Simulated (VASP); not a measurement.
Wanted: the native input for a VASP 6.6.1 run.

- Task: single point
- Functional: PBE
- Potentials or basis: VASP PAW PBE potentials, release 64 (Sn_d, Ir)
- Cutoff: 520 eV
- k mesh: 6 × 6 × 2
- Occupations: gaussian, width 0.1 eV
- Spin: no spin polarisation
- Dipole correction: no
- Further INCAR settings: ALGO = Normal; EDIFF = 1e-07; NBANDS = 28

The structure of SnIr3 lies in POSCAR:

```
SnIr3
1.0
    3.1043149600      0.0000000000      0.0000000000
    0.0000000000      3.1043149600      0.0000000000
    0.0000000000      0.0000000000      7.7421947400
Sn Ir
1 3
Direct
    0.0000000000      0.0000000000      0.0000000000
    0.0000000000      0.5000000000      0.7723862200
    0.5000000000      0.0000000000      0.2276137800
    0.0000000000      0.0000000000      0.5000000000
```

The cell was built by a generator and needn't be a form met in nature.

The cell isn't the ideal one: random cell by space group and Wyckoff sites (P-4m2, No. 115).

These files were run (other wordings do the same):

INCAR

```
SYSTEM = SnIr3
ALGO     = Normal         ! electronic algorithm
EDIFF    = 1E-7           ! SCF threshold, eV
ENCUT    = 520            ! plane-wave cutoff, eV
GGA      = PE             ! functional
ISIF     = 2              ! what is computed and relaxed
ISMEAR   = 0              ! smearing method
LASPH    = .True.         ! aspherical terms in the spheres
LCHARG   = .True.         ! write CHGCAR
LELF     = .True.         ! ELF
LREAL    = .False.        ! projectors in reciprocal space
LVHAR    = .True.       
LWAVE    = .False.        ! write WAVECAR
NBANDS   = 28             ! bands
NELM     = 100            ! most SCF steps
PREC     = Accurate       ! precision mode
SIGMA    = 0.1            ! smearing width, eV
```

KPOINTS

```
k-points
0
Gamma
  6 6 2
  0 0 0
```

Potentials or basis: VASP PAW PBE potentials, release 64 (Sn_d, Ir).

Command:

```sh
$ cat potpaw_PBE.64/Sn_d/POTCAR potpaw_PBE.64/Ir/POTCAR > POTCAR
$ mpirun -np 1 vasp_std > vasp.out
```

Results of the run:

```yaml
Pressure: 20.7 GPa
Largest_force: 7.807 eV/Å
Band_gap_on_the_k_mesh: none (metal or under the smearing width)
```

Caveat: the k mesh is coarse (spacing up to 0.41 Å⁻¹), so the values aren't converged; so large a pressure means that the cell lies far from this level's equilibrium, or that cutoff or potentials fall short; forces of over 1 eV/Å show positions far from the minimum, so gaps and moduli don't describe the material at rest.

It took 23 s on 1 thread of Intel(R) Xeon(R) Platinum 8488C (Sapphire Rapids), with other jobs on the host, peak memory 0.19 GiB.
